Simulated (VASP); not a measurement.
OSZICAR of a VASP run on KCl (rock salt):

### OSZICAR
```
       N       E                     dE             d eps       ncg     rms          rms(c)
DAV:   1     0.929001722769E+02    0.92900E+02   -0.73501E+03   480   0.120E+03
DAV:   2    -0.131628917949E+02   -0.10606E+03   -0.96909E+02   596   0.285E+02
DAV:   3    -0.198917079138E+02   -0.67288E+01   -0.66924E+01   604   0.654E+01
DAV:   4    -0.201917341925E+02   -0.30003E+00   -0.29956E+00   884   0.124E+01
DAV:   5    -0.201929391793E+02   -0.12050E-02   -0.12049E-02   608   0.840E-01    0.337E+00
DAV:   6    -0.160556886255E+02    0.41373E+01   -0.15984E+00   632   0.136E+01    0.303E+00
DAV:   7    -0.156642556296E+02    0.39143E+00   -0.39064E-01   788   0.762E+00    0.825E-01
DAV:   8    -0.167876149106E+02   -0.11234E+01   -0.42130E-01   536   0.599E+00    0.124E+00
DAV:   9    -0.159698333883E+02    0.81778E+00   -0.13790E-01   544   0.413E+00    0.953E-01
DAV:  10    -0.159711023081E+02   -0.12689E-02   -0.24287E-01   488   0.564E+00    0.260E-01
DAV:  11    -0.159856046111E+02   -0.14502E-01   -0.13265E-02   592   0.158E+00    0.253E-01
DAV:  12    -0.159590333529E+02    0.26571E-01   -0.18439E-02   496   0.189E+00    0.251E-01
DAV:  13    -0.159691436554E+02   -0.10110E-01   -0.14088E-02   488   0.164E+00    0.109E-01
DAV:  14    -0.159974901627E+02   -0.28347E-01   -0.70745E-03   488   0.118E+00    0.607E-02
DAV:  15    -0.159959075486E+02    0.15826E-02   -0.28086E-04   664   0.196E-01    0.895E-02
DAV:  16    -0.159994966730E+02   -0.35891E-02   -0.14565E-03   488   0.504E-01    0.471E-02
DAV:  17    -0.159995998737E+02   -0.10320E-03   -0.15070E-04   564   0.145E-01    0.237E-02
DAV:  18    -0.159996195341E+02   -0.19660E-04   -0.19450E-05   576   0.516E-02    0.145E-02
DAV:  19    -0.159996270095E+02   -0.74754E-05   -0.64125E-06   588   0.283E-02    0.126E-02
DAV:  20    -0.159996290953E+02   -0.20858E-05   -0.20146E-06   620   0.154E-02    0.654E-03
DAV:  21    -0.159996294918E+02   -0.39655E-06   -0.45163E-07   596   0.779E-03    0.220E-03
DAV:  22    -0.159996296788E+02   -0.18699E-06   -0.32492E-07   552   0.855E-03    0.160E-03
DAV:  23    -0.159996295341E+02    0.14467E-06   -0.39021E-07   536   0.905E-03    0.115E-03
DAV:  24    -0.159996298816E+02   -0.34748E-06   -0.64331E-08   400   0.393E-03    0.773E-04
DAV:  25    -0.159996299040E+02   -0.22418E-07   -0.99494E-09   392   0.138E-03
   1 F= -.15999630E+02 E0= -.15999630E+02  d E =-.190210E-17
```

**Question.** Which electronic solver shows in the log?

**Answer.** It is blocked Davidson (ALGO = Normal, or the opening steps of other solvers). The INCAR had ALGO = Normal.

**Question.** Can the final energy be trusted as converged?

**Answer.** Self-consistency was reached. It stopped with EDIFF = 1E-7, NELM = 100 (r2SCAN+rVV10, plane waves, VASP's PBE PAW potentials (set 64)).

The compound is KCl in the rock salt structure. This cell is one point of a volume scan, at 1.03 of the reference volume.
